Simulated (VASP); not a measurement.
An input for Quantum ESPRESSO's pw.x (written as the equivalent of a VASP run, and not itself run):

```
&CONTROL
  calculation = 'scf'
  pseudo_dir = './pseudo'
  outdir = './out'
  tprnfor = .true.
  tstress = .true.
/
&SYSTEM
  ibrav = 0
  nat = 1
  ntyp = 1
  ecutwfc = 84
  occupations = 'smearing'
  smearing = 'methfessel-paxton'
  degauss = 0.00735
  input_dft = 'pbesol'
/
&ELECTRONS
  conv_thr = 7.3e-09
  electron_maxstep = 100
/
ATOMIC_SPECIES
  Pt 195.084 Pt.upf
CELL_PARAMETERS angstrom
     0.0000000    1.9176047    1.9176047
     1.9176047    0.0000000    1.9176047
     1.9176047    1.9176047    0.0000000
ATOMIC_POSITIONS crystal
  Pt   0.0000000  0.0000000  0.0000000
K_POINTS automatic
  16 16 16 0 0 0
```

**Question.** Write the VASP files for the same calculation (PBEsol).

**Answer.** Several could match; the one computed here: 
**POSCAR**
```
Pt
1
    0.0000000000     1.9176046508     1.9176046508
    1.9176046508     0.0000000000     1.9176046508
    1.9176046508     1.9176046508     0.0000000000
Pt
1
Direct
  0.0000000000   0.0000000000   0.0000000000
```

### KPOINTS
```
Automatic mesh
0
Gamma
16 16 16
0 0 0
```

**INCAR**
```
SYSTEM = Pt
PREC = Accurate
ENCUT = 520
EDIFF = 1E-7
NELM = 100
ALGO = Normal
LREAL = .FALSE.
LASPH = .TRUE.
ISMEAR = 1
SIGMA = 0.1
GGA = PS
LMAXMIX = 6
LWAVE = .FALSE.
LCHARG = .FALSE.
ISIF = 2
```

POTCAR, in this order: Pt (PBE.64 set). Program: vasp_std.

What does not carry over: the potentials are each code's own (VASP's PAW set, PseudoDojo norm-conserving files in pw.x), so ENCUT and ecutwfc are chosen apart and not converted; conv_thr bounds pw.x's estimated SCF error, while EDIFF bounds the energy change between steps.

The compound is Pt in the fcc structure. This cell is one point of a volume scan, at 0.94 of the reference volume.
